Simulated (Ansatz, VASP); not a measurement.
## BeBi3 in two plane-wave programs

Aim: how closely do two programs agree when they are given the same cell, functional and k mesh? The cell is invented: As first built, before any earlier steps moved the atoms (in the runner's words): it takes the CdBi3 structure with some of its atoms replaced by other elements, volume scaled by an estimate. It may not be a known or stable phase. The cell is taken from a series of VASP runs on this material, whose earlier steps may have relaxed, scaled or displaced it; both programs get it as it stands.

Method: plane waves, with VASP 6.6.1 beside it; single point at PBE, in Ansatz 0.2.0.

**1. The structure**

It takes space group Pm-3m (No. 221, cubic). Conventional cell: a = 4.822 Å, b = 4.822 Å, c = 4.822 Å, α = 90.00°, β = 90.00°, γ = 90.00°. Nearest to Bi lie 4 Be at 3.41 Å and 8 Bi at 3.41 Å. Nearest to Be lie 12 Bi at 3.41 Å. As first built, before any earlier steps moved the atoms (in the runner's words): sites of the CdBi3 structure (space group 221) filled with other elements, volume scaled by an estimate. Farther neighbours are not listed.

Structure file:

```xyz
4
Lattice="4.8216 0.0000 0.0000 0.0000 4.8216 0.0000 0.0000 0.0000 4.8216" Properties=species:S:1:pos:R:3 pbc="T T T"
Bi    0.0000    2.4108    2.4108
Bi    2.4108    0.0000    2.4108
Bi    2.4108    2.4108    0.0000
Be    0.0000    0.0000    0.0000
```

**2. VASP: single point, PBE**

With cell and atoms fixed, the geometry can't cause a difference; cores, projectors, grids and the points listed under the comparison can.

Lines of VASP's logs that name or quote its potential files are left out, and so is its time.

INCAR reads:

```
SYSTEM = BeBi3
PREC = Accurate
ENCUT = 400
EDIFF = 1E-06
NELM = 100
ISMEAR = -1
SIGMA = 0.05
LREAL = .FALSE.
ALGO = Normal
GGA = PE
NBANDS = 29
LORBIT = 11
LWAVE = .FALSE.
LCHARG = .TRUE.
ISIF = 2
LELF = .TRUE.
LVHAR = .TRUE.
```

POSCAR reads:

```
BeBi3
1.0
    4.8215637038      0.0000000000      0.0000000000
    0.0000000000      4.8215637038      0.0000000000
    0.0000000000      0.0000000000      4.8215637038
Bi Be
3 1
Direct
    0.0000000000      0.5000000000      0.5000000000
    0.5000000000      0.0000000000      0.5000000000
    0.5000000000      0.5000000000      0.0000000000
    0.0000000000      0.0000000000      0.0000000000
```

KPOINTS reads:

```
Automatic mesh
0
Gamma
4 4 4
0 0 0
```

PAW data sets: Bi_d and Be (PBE family, release 64).

On the command line:

```
mpirun -np 2 vasp_std
```

Numbers of over 12 decimals in the logs are rounded to 6 here.

Output:

```text
[banner, memory and clock lines left out]
running    2 mpi-ranks, on    1 nodes
 distrk:  each k-point on    2 cores,    1 groups
 distr:  one band on    1 cores,    2 groups

 POSCAR found type information on POSCAR BiBe
 POSCAR found :  2 types and       4 ions
 LDA part: xc-table for (Slater+PW92), standard interpolation
|                                                                             |
|           W    W    AA    RRRRR   N    N  II  N    N   GGGG   !!!           |
|           W    W   A  A   R    R  NN   N  II  NN   N  G    G  !!!           |
|           W    W  A    A  R    R  N N  N  II  N N  N  G       !!!           |
|           W WW W  AAAAAA  RRRRR   N  N N  II  N  N N  G  GGG   !            |
|           WW  WW  A    A  R   R   N   NN  II  N   NN  G    G                |
|           W    W  A    A  R    R  N    N  II  N    N   GGGG   !!!           |
|                                                                             |
|     The number of bands has been changed from the values supplied in        |
|     The orbitals not found in the WAVECAR file will be initialized with     |
|     random numbers, which is usually adequate. For correlated               |
|     calculations, however, you should redo the groundstate calculation.     |
|     I found NBANDS = 29. Now, NBANDS = 30.                                  |
|                                                                             |

 POSCAR, INCAR and KPOINTS ok, starting setup
 FFT: planning ... GRIDC
 FFT: planning ... GRID_SOFT
 FFT: planning ... GRID
 WAVECAR not read
 entering main loop
       N       E                     dE             d eps       ncg     rms          rms(c)
DAV:   1     0.475547274424E+03    0.47555E+03   -0.21458E+04   600   0.155E+03
DAV:   2     0.332721166704E+02   -0.44228E+03   -0.43157E+03   612   0.453E+02
DAV:   3    -0.110603308895E+02   -0.44332E+02   -0.43358E+02   714   0.167E+02
DAV:   4    -0.128009426491E+02   -0.17406E+01   -0.17359E+01   710   0.368E+01
DAV:   5    -0.128934662856E+02   -0.92524E-01   -0.92508E-01   836   0.723E+00    0.932E-01
DAV:   6    -0.128719436613E+02    0.21523E-01   -0.66316E-02   786   0.207E+00    0.539E-01
DAV:   7    -0.128724224264E+02   -0.47877E-03   -0.11731E-02   686   0.856E-01    0.284E-01
DAV:   8    -0.128732323309E+02   -0.80990E-03   -0.25175E-03   674   0.382E-01    0.524E-02
DAV:   9    -0.128732677222E+02   -0.35391E-04   -0.24099E-04   706   0.138E-01    0.151E-02
DAV:  10    -0.128732607867E+02    0.69356E-05   -0.46453E-05   718   0.675E-02    0.548E-03
DAV:  11    -0.128732593026E+02    0.14841E-05   -0.65951E-06   632   0.191E-02    0.328E-03
DAV:  12    -0.128732585478E+02    0.75476E-06   -0.18180E-06   520   0.103E-02
   1 F= -.12873259E+02 E0= -.12849324E+02  d E =-.478693E-01
```

From OUTCAR (step 2):

```text
ion  position               nearest neighbor table
   1  0.000  0.500  0.500-   2 3.41   3 3.41   3 3.41   2 3.41   2 3.41   3 3.41   3 3.41   2 3.41

  LATTYP: Found a simple cubic cell.
 ALAT       =     4.8215637038

 Subroutine GETGRP returns: Found 48 space group operations
 (whereof 48 operations were pure point group operations)

The static configuration has the point symmetry O_h .

 Found     10 irreducible k-points:

   k-points           NKPTS =     10   k-points in BZ     NKDIM =     10   number of bands    NBANDS=     30

   dimension x,y,z NGX =    32 NGY =   32 NGZ =   32
   dimension x,y,z NGXF=    64 NGYF=   64 NGZF=   64

   ENCUT  =  400.0 eV  29.40 Ry    5.42 a.u.   7.86  7.86  7.86*2*pi/ulx,y,z

   NELECT =      47.0000    total number of electrons

 k-points in reciprocal lattice and weights: Automatic mesh
   0.00000000  0.00000000  0.00000000       0.016
   0.25000000  0.00000000  0.00000000       0.094
   0.50000000  0.00000000  0.00000000       0.047
   0.25000000  0.25000000  0.00000000       0.188
   0.50000000  0.25000000  0.00000000       0.188
   0.50000000  0.50000000  0.00000000       0.047
   0.25000000  0.25000000  0.25000000       0.125
   0.50000000  0.25000000  0.25000000       0.188
   0.50000000  0.50000000  0.25000000       0.094
   0.50000000  0.50000000  0.50000000       0.016

 average (electrostatic) potential at core
       1-104.2462       2-104.2462       3-104.2462       4 -34.4374

 E-fermi :   6.8338

 k-point     1 :       0.0000    0.0000    0.0000
  band No.  band energies     occupation
    ...
     18      -2.3941      2.00000
     19       2.9042      2.00000
     20       2.9042      2.00000
     21       2.9042      2.00000
     22       5.2635      2.00000
     23       7.9292      0.00000
     24       7.9292      0.00000
     25       7.9292      0.00000
     26       8.7675      0.00000
     27       8.7675      0.00000
    ...

 k-point     2 :       0.2500    0.0000    0.0000
  band No.  band energies     occupation
    ...
     20       3.3394      2.00000
     21       3.3655      2.00000
     22       6.3380      1.99990
     23       6.8471      0.86827
     24       6.8471      0.86827
     25       6.9132      0.33964
     26       7.6453      0.00000
     27       8.8557      0.00000
     28       8.8557      0.00000
     29      11.6697      0.00000
    ...

 k-point     3 :       0.5000    0.0000    0.0000
  band No.  band energies     occupation
    ...
     21       4.1772      2.00000
     22       5.4183      2.00000
     23       5.4183      2.00000
     24       6.2331      1.99999
     25       6.3156      1.99994
     26       8.9798      0.00000
     27       9.5974      0.00000
     28       9.5974      0.00000
     29       9.6989      0.00000
     30      10.7188      0.00000

  Total        0.0442114      0.0442114      0.0442114     -0.0000000     -0.0000000      0.0000000
  in kB        0.6319478      0.6319478      0.6319478     -0.0000000     -0.0000000      0.0000000
  external PRESSURE =       0.6319478 kB  Pullay stress =       0.0000000 kB

  energy-cutoff  :      400.00
  volume of cell :      112.09
      direct lattice vectors                 reciprocal lattice vectors
     4.821563704  0.000000000  0.000000000     0.207401594  0.000000000  0.000000000
     0.000000000  4.821563704  0.000000000     0.000000000  0.207401594  0.000000000
     0.000000000  0.000000000  4.821563704     0.000000000  0.000000000  0.207401594

 POSITION                                       TOTAL-FORCE (eV/Angst)
 -----------------------------------------------------------------------------------
      0.00000      2.41078      2.41078         0.000000      0.000000      0.000000
      2.41078      0.00000      2.41078         0.000000      0.000000      0.000000
      2.41078      2.41078      0.00000         0.000000      0.000000      0.000000
      0.00000      0.00000      0.00000         0.000000      0.000000      0.000000
 -----------------------------------------------------------------------------------
    total drift:                                0.000000     -0.000000     -0.000000

  FREE ENERGIE OF THE ION-ELECTRON SYSTEM (eV)
  ---------------------------------------------------
  free  energy   TOTEN  =       -12.8732585478 eV

  energy  without entropy=      -12.8253892610  energy(sigma->0) =      -12.84932390

 total charge
# of ion       s       p       d       tot
------------------------------------------
    1        1.572   1.245   9.923  12.739
    2        1.572   1.245   9.923  12.739
    3        1.572   1.245   9.923  12.739
    4        0.450   0.218   0.000   0.668
--------------------------------------------------
tot          5.165   3.953  29.768  38.885

[... 3 further parts left out ...]
```

The run ends at a pressure of 0.06 GPa.

**3. Ansatz: single point, PBE**

Ansatz runs on its default PAW (the set named soft_2) files.

The same cell, functional, mesh and smearing now go to Ansatz, which takes its cutoff from its data sets.

input.yaml reads:

```yaml
crystal:
  lattice:
    - [4.8215637038, 0.0, 0.0]
    - [0.0, 4.8215637038, 0.0]
    - [0.0, 0.0, 4.8215637038]
  atoms:
    - { symbol: Bi, position: [0.0, 0.5, 0.5] }
    - { symbol: Bi, position: [0.5, 0.0, 0.5] }
    - { symbol: Bi, position: [0.5, 0.5, 0.0] }
    - { symbol: Be, position: [0.0, 0.0, 0.0] }
hamiltonian:
  xc: pbe
  pseudopotentials: { kind: paw }
kpoints:
  mp_grid: { grid: [4, 4, 4] }
scf:
  occupations: { method: fermi_dirac, width: 0.05 }
  n_extra_bands: 5
output:
  forces: true
  stress: true
  eigenvalues: true
```

On the command line:

```
ansatz run input.yaml --threads 2 --pin off --max-ram 4608MiB --backend cpu --events-out ev --progress --plain --runs-dir out
```

Output:

```text
scf.n_extra_bands = 5 over 24 filled bands (N_el = 47.0): the run solves 29 bands
Engine: ansatz 0.2.0, aarch64-unknown-linux-gnu
Pseudopotentials: kind: paw
Pseudopotential: Bi, paw, valence charge 15, recommended cutoff 420 eV (normal), Bi.paw.azcp
Pseudopotential: Be, paw, valence charge 2, recommended cutoff 420 eV (normal), Be.paw.azcp
Functional definition: PBE
  parameter kappa = 0.804
  parameter beta = 0.066725
  exchange = pbe_x(kappa = kappa, mu = beta*pi^2/3)
  correlation = pbe_c(beta = beta)
Crystal: 4 atoms, lattice volume = 112.089 Å³
Basis set: ecut = 420 eV, 2109 PW (Γ), exchange–correlation on 72×72×72 points (8 copies of the dense FFT grid, shifted against one another)
Bands: 29, of which v1, the nominal top of the filled ones, is band 24 counted from 1 (23 counted from 0)
Symmetry: 48 space group operations
Space group: Pm-3m (ITA 221), of the structure as read, at distance tolerance 4.8e-5 Å
k-points: 10 of 64
Non-local potential: Bi, projectors of the file, l = 0: 2, l = 1: 2, l = 2: 2, l = 3: 2
Non-local potential: Be, projectors of the file, l = 0: 2, l = 1: 2, l = 2: 1
PAW form: soft (Blöchl's): semilocal exchange-correlation on the pseudo side does not see the compensation charge
PAW one-centre angular grid: Bi, 590 points (default); XC on 64 Gauss nodes
PAW one-centre angular grid: Be, 110 points (default); XC on 64 Gauss nodes
Initial density: superposition of atomic densities (neutral atoms: chi_scale 0, normalization atom), corrected by the library's trained network
Initial wavefunctions: pseudopotential atomic-orbital guess
Functional: x = pbe(κ = 0.804, μ = 0.219515), c = pbe(β = 0.066725)
SCF iter   1: F=—  HF=-37279.860421 eV  |F-HF|=—  |Δ(HF+E_count)|=         —  Δρ=2.24e-3  dr2=1.14e-2  ethr=1.77e-3  ⟨swp⟩=7.4  Hψ=1391  notcnv=0
preconditioner: auto → Kerker (q_TF=auto, 2.360 Å⁻¹)  [metal: Δε(μ)=0.116 eV  Ē_g=18.746 eV  σ=0.050 eV  W_gap=0.46  n_scr=26 (ndim 8)  ℏωp=24.0 eV  f_vac=0.000  D(μ)=5.30/eV (n_scr^D=56)]
SCF iter   2: F=—  HF=-37279.857037 eV  |F-HF|=—  |Δ(HF+E_count)|=   3.38e-3  Δρ=1.40e-3  dr2=5.04e-3  ethr=2.42e-5  ⟨swp⟩=2.5  Hψ=530  notcnv=0  defer=1
SCF iter   3: F=—  HF=-37279.856409 eV  |F-HF|=—  |Δ(HF+E_count)|=   6.28e-4  Δρ=4.17e-4  dr2=5.56e-4  ethr=1.07e-5  ⟨swp⟩=2.0  Hψ=331  notcnv=0  defer=1
SCF iter   4: F=—  HF=-37279.856279 eV  |F-HF|=—  |Δ(HF+E_count)|=   1.30e-4  Δρ=1.56e-4  dr2=6.53e-5  ethr=1.18e-6  ⟨swp⟩=2.3  Hψ=341  notcnv=0  defer=1
SCF iter   5: F=—  HF=-37279.856230 eV  |F-HF|=—  |Δ(HF+E_count)|=   4.93e-5  Δρ=2.89e-5  dr2=1.26e-6  ethr=1.39e-7  ⟨swp⟩=3.0  Hψ=538  notcnv=0  defer=1
SCF iter   6: F=-37279.856230 eV  HF=-37279.856230 eV  |F-HF|=1.87e-8  |Δ(HF+E_count)|=   1.50e-7  Δρ=6.66e-6  dr2=9.28e-8  ethr=2.13e-10  ⟨swp⟩=5.6  Hψ=1299  notcnv=0
SCF 1 converged in 6 iterations: F = -37279.856230 eV  dr2 = 9.28e-8
  greatest PAW one-centre occupation: 0.988 electrons in one spin orbital (limit 2), on the Bi atom at site 1 (counted from 0), in its partial waves of l = 2
SCF converged after 6 iterations
Free energy (F): -37279.856230 eV
Harris-Foulkes:  -37279.856230 eV  (|F-HF|=1.87e-8)
Internal energy: -37279.808350 eV  (E = F + TS)
E sigma→0 (E₀):  -37279.832290 eV
Entropy (-TS):   -0.047880 eV (-11.970 meV/atom)
Fermi energy:    10.102589 eV
--- Per-component energies (eV) ---
  E_band       = -303.687031
  E_kinetic    = 919.173816
  E_local      = -4715.405540  (includes V_loc(G=0)·N_el)
  E_nonlocal   = 1685.215656
  E_hartree    = 1558.002258
  E_xc         = -471.548601
  E_vxc        = -450.682318  (∫ρ·V_xc dr)
  E_paw        = -32047.576975  (= ΣΔE_a)
  E_vpaw       = -857.981161  (= ΣTr[D̂ρ^β])
  E_aug_tail   = -0.001312  (compensation charges beyond the density's cutoff)
  E_ewald      = -4207.667652
  E_smearing   = -0.047880  (= −TS)
  E_closure    = 0.000000  (closes the sum)
  Σ components = -37279.856230   (vs F -37279.856230, Δ=0.00e0)
--- Forces (eV/Å), atoms counted from 1 ---
  atom   1  Bi     0.00000000     0.00000000    -0.00000000
  atom   2  Bi     0.00000000    -0.00000000    -0.00000000
  atom   3  Bi     0.00000000     0.00000000     0.00000000
  atom   4  Be    -0.00000000     0.00000000     0.00000000
  max |Σ_I F_I| component: 8.75e-29 eV/Å
--- Stress (GPa, compression-positive) ---
        0.157790       0.000000       0.000000
       -0.000000       0.157790       0.000000
        0.000000       0.000000       0.157790
  P = ⅓ Tr σ = 0.1578 GPa (1.578 kbar)
--- Band table (eV; the first three rows and the last of 10) ---
  k-point 0: bands = [... 20 lower, 6.1718, 8.5335, 11.1987, 11.1987, 11.1987, 12.0361, 12.0361, 12.0361, ... 1 higher]
  k-point 1: bands = [... 20 lower, 6.6369, 9.6092, 10.1154, 10.1154, 10.1820, 10.9131, 12.1245, 12.1245, ... 1 higher]
  k-point 2: bands = [... 20 lower, 7.4444, 8.6863, 8.6863, 9.5014, 9.5837, 12.2538, 12.8666, 12.8666, ... 1 higher]
  k-point 9: bands = [... 20 lower, 5.6672, 5.6672, 7.8870, 14.2140, 14.2140, 14.7058, 14.7058, 14.7058, ... 1 higher]
```

The job ended after 0.92 s (2 threads of Arm Neoverse V2, shared host; peak memory 0.35 GiB).

In the SCF lines HF is the Harris–Foulkes energy and dr2 the Hartree energy of the density residual, in eV; the loop may stop once dr2 is under the threshold and the program's other checks hold. Hψ counts applications of the Hamiltonian.

The run ends at a pressure of 0.16 GPa.

**4. Comparison**

Known differences besides the potentials themselves: the cutoff is 420 eV in Ansatz and 400 eV in VASP; VASP leaves aspherical gradient terms in its spheres out (LASPH is not set), Ansatz keeps them. Total energies have different zeros and are not compared.

The two programs side by side:

| quantity | Ansatz | VASP | difference |
| --- | --- | --- | --- |
| pressure (GPa) | 0.16 | 0.06 | +0.09 |

Ansatz's pressure holds a Pulay correction of 0.03 GPa; VASP's holds none.

**5. Summary of results**

| Quantity | Value |
| --- | --- |
| difference in pressure (single point, PBE) | 0.095 GPa |

**Reading.** The difference in pressure is 0.095 GPa (single point, PBE), within the 1 GPa picked in this series as the mark of a large difference. Such differences can come from data sets, numerical settings and the points named under the comparisons, not from the functional's error against experiment.

[Lines on the potential files, build, host, timing and source positions are cut from VASP's logs without a mark.]

[Logs are printed without paths, hosts, clocks, repeated set-up lines and the standing remarks that a program may print on its own settings, such as how far it seeks lower states.]

[Hosts, paths, dates, database ids (printed as entryN), source tags and the programs' standing remarks are cut or masked in the printed files.]
